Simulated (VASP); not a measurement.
Consider the following.

```yaml
crystal:
  lattice:
    - [4.55995, 0.00000, 0.00000]
    - [-2.27997, 3.94903, 0.00000]
    - [0.00000, 0.00000, 7.17129]
  atoms:
    - { symbol: Mg, position: [0.00000, 0.00000, 0.00000] }
    - { symbol: Mg, position: [0.33333, 0.66667, 0.63284] }
    - { symbol: Mg, position: [0.66667, 0.33333, 0.36716] }
    - { symbol: Sb, position: [0.33333, 0.66667, 0.22411] }
    - { symbol: Sb, position: [0.66667, 0.33333, 0.77589] }
```

Method: PBEsol GGA, VASP's PBE PAW potentials (set 64) (plane waves; VASP). Run with 400 eV cut-off, Gaussian smearing of 0.050 eV, potentials Mg Sb.

Unless said otherwise, spin-orbit coupling is left out, though it shifts the bands of the heavy elements here.

What does the run give for the band gap (along the path) with the smallest direct gap where there is one?

| Item | Result |
|---|---|
| band gap (along the path) | 0.17 eV |
| smallest direct gap (along the path) | 1.07 eV |

Only differences to runs with the same potentials and settings are physical.

The structure comes from a measured Mg3Sb2 entry (P-3m1) of the Crystallography Open Database, whose conditions weren't checked. It was relaxed first.
